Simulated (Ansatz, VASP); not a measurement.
Given: the input of a run of VASP 6.6.1 on Zn3P.

Contents of INCAR:

```
  ALGO = Normal
  EDIFF = 1E-7
  ENCUT = 520
  GGA = PE
  ISIF = 2
  ISMEAR = -1
  LASPH = T
  LCHARG = F
  LREAL = F
  LWAVE = F
  NBANDS = 28
  NELM = 60
  PREC = Accurate
  SIGMA = 0.05
```

File KPOINTS:

```
k-points
0
Gamma
  7 7 7
```

POSCAR

```
Zn3P
1.0
    3.9488358672      0.0000000000      0.0000000000
    0.0000000000      3.9488358672      0.0000000000
    0.0000000000      0.0000000000      3.9488358672
Zn P
3 1
Direct
    0.5000000000      0.5000000000      0.0000000000
    0.5000000000      0.0000000000      0.5000000000
    0.0000000000      0.5000000000      0.5000000000
    0.0000000000      0.0000000000      0.0000000000
```

Potentials or basis: VASP PAW PBE potentials, release 64 (Zn, P).

Command:

```console
$ cat potpaw_PBE.64/Zn/POTCAR potpaw_PBE.64/P/POTCAR > POTCAR
$ mpirun -np 1 vasp_std > vasp.out
```

Q: Translate it to Ansatz 0.2.0. Potentials there: Ansatz PAW.

A: As run (the cutoff follows the program's own potentials):

File input.yaml:

```yaml
crystal:
  lattice:
    - [3.9488358672, 0.0, 0.0]
    - [0.0, 3.9488358672, 0.0]
    - [0.0, 0.0, 3.9488358672]
  atoms:
    - { symbol: Zn, position: [0.5, 0.5, 0.0] }
    - { symbol: Zn, position: [0.5, 0.0, 0.5] }
    - { symbol: Zn, position: [0.0, 0.5, 0.5] }
    - { symbol: P, position: [0.0, 0.0, 0.0] }
hamiltonian:
  xc: pbe
  pseudopotentials: { kind: paw }
kpoints:
  mp_grid: { grid: [7, 7, 7] }
scf:
  occupations: { method: fermi_dirac, width: 0.05 }
output:
  forces: true
  stress: true
  eigenvalues: true
```

Potentials or basis: Ansatz PAW.

The run is started by

```sh
$ ansatz run input.yaml --threads 2 --pin off --max-ram 5120MiB --backend cpu --events-out ev --progress --plain --runs-dir out
```

Both were run:

|  | VASP | Ansatz | Ansatz less VASP |
| --- | --- | --- | --- |
| gap on the k mesh at the Fermi level (eV) | none | none | - |
| pressure (GPa) | 0.9 | 0.7 | -0.24 |

A gap of «none» marks a metal or a gap that the smearing closes.
